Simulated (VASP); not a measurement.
Calculation: PBE GGA, VASP's PBE PAW potentials (set 64) (plane waves; VASP).

VASP ran on this input.

### INCAR
```
! general
SYSTEM  = ZnS
PREC    = Accurate
ENCUT   = 500
LREAL   = .FALSE.
LASPH   = .TRUE.

! electronic loop
EDIFF   = 1E-6
NELM    = 100
ALGO    = Normal
LMAXMIX = 4

! smearing
ISMEAR  = 0
SIGMA   = 0.05

! functional
GGA     = PE

! ions
IBRION  = 2
NSW     = 40
ISIF    = 3
EDIFFG  = -0.02
PSTRESS = 100

! output
LWAVE   = .FALSE.
LCHARG  = .FALSE.
```

File POSCAR:
```
ZnS
1
    0.0000000000     2.6238152338     2.6238152338
    2.6238152338     0.0000000000     2.6238152338
    2.6238152338     2.6238152338     0.0000000000
Zn S
1 1
Direct
  0.0000000000   0.0000000000   0.0000000000
  0.2500000000   0.2500000000   0.2500000000
```

**KPOINTS**
```
Automatic mesh
0
G
9 9 9
```

POTCAR, in this order: Zn S (PBE.64 set). Program: vasp_std.

The run wrote:

File OSZICAR:
```
       N       E                     dE             d eps       ncg     rms          rms(c)
DAV:   1     0.911459248538E+02    0.91146E+02   -0.91571E+03   910   0.167E+03
DAV:   2    -0.118841919138E+01   -0.92334E+02   -0.88274E+02   990   0.284E+02
DAV:   3    -0.709384096642E+01   -0.59054E+01   -0.58809E+01  1120   0.744E+01
DAV:   4    -0.716783313907E+01   -0.73992E-01   -0.73970E-01  1035   0.888E+00
DAV:   5    -0.716892538453E+01   -0.10922E-02   -0.10922E-02  1110   0.106E+00    0.841E+00
DAV:   6    -0.674962922542E+01    0.41930E+00   -0.98673E-01  1303   0.390E+01    0.636E+00
DAV:   7    -0.673154833335E+01    0.18081E-01   -0.41040E-01   935   0.649E+00    0.311E+00
DAV:   8    -0.673083287621E+01    0.71546E-03   -0.61989E-03  1080   0.102E+00    0.938E-01
DAV:   9    -0.673094261746E+01   -0.10974E-03   -0.15612E-03   985   0.377E-01    0.114E-01
DAV:  10    -0.673105209353E+01   -0.10948E-03   -0.12355E-04  1078   0.128E-01    0.373E-02
DAV:  11    -0.673108707030E+01   -0.34977E-04   -0.45409E-05   945   0.884E-02    0.948E-03
DAV:  12    -0.673108750209E+01   -0.43179E-06   -0.34371E-06  1140   0.294E-02
   1 F= -.44762297E+01 E0= -.44762297E+01  d E =-.447623E+01
```

**OUTCAR**
```
------------------------ aborting loop because EDIFF is reached ----------------------------------------
  FORCE on cell =-STRESS in cart. coord.  units (eV):
  Direction    XX          YY          ZZ          XY          YZ          ZX
  --------------------------------------------------------------------------------------
  Total        2.2433160      2.2433160      2.2433160     -0.0000000      0.0000000     -0.0000000
  in kB       99.4881378     99.4881378     99.4881378     -0.0000000      0.0000000     -0.0000000
  external PRESSURE =      -0.5118622 kB  Pullay stress =     100.0000000 kB
  volume of cell :       36.13
      direct lattice vectors                 reciprocal lattice vectors
     0.000000000  2.623815234  2.623815234    -0.190562199  0.190562199  0.190562199
     2.623815234  0.000000000  2.623815234     0.190562199 -0.190562199  0.190562199
     2.623815234  2.623815234  0.000000000     0.190562199  0.190562199 -0.190562199
  FREE ENERGIE OF THE ION-ELECTRON SYSTEM (eV)
  ---------------------------------------------------
  free  energy   TOTEN  =        -6.7310875021 eV

  energy  without entropy=       -6.7310875021  energy(sigma->0) =       -6.73108750
  enthalpy is  TOTEN    =        -4.4762296908 eV   P V=        2.2548578113

 reached required accuracy - stopping structural energy minimisation
```
(Selected blocks of OUTCAR.)

The compound is ZnS in the zinc blende structure. It was relaxed first under an external pressure of 10 GPa.
